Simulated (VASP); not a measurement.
Consider the following.

```
CELL_PARAMETERS angstrom
      4.39123     0.00000     0.00000
     -2.19562     3.80292     0.00000
      0.00000     0.00000     7.18014
ATOMIC_POSITIONS crystal
  Cd 0.66667 0.33333 0.48375
  Cd 0.00000 0.00000 0.01496
  Te 0.00000 0.00000 0.62804
  Se 0.66667 0.33333 0.12126
```

The numbers are results of LDA (Ceperley-Alder, Perdew-Zunger), VASP's LDA PAW potentials (set 64) (plane waves; VASP), not measurements. Settings: 400 eV cut-off, Gaussian smearing of 0.050 eV, potentials Cd Te Se.

Unless said otherwise, spin-orbit coupling is left out, though it shifts the bands of the heavy elements here.

### Question
Predict the band gap (along the path) with the smallest direct gap where there is one.

### Answer

The band gap (along the path) is 0.11 eV and the smallest direct gap (along the path) is 0.11 eV.

Only differences to runs with the same potentials and settings are physical.

The structure comes from a computed database's Cd2TeSe entry (P3m1); how it stands against other phases isn't given here. It was relaxed first, which changed the volume by -7 %.
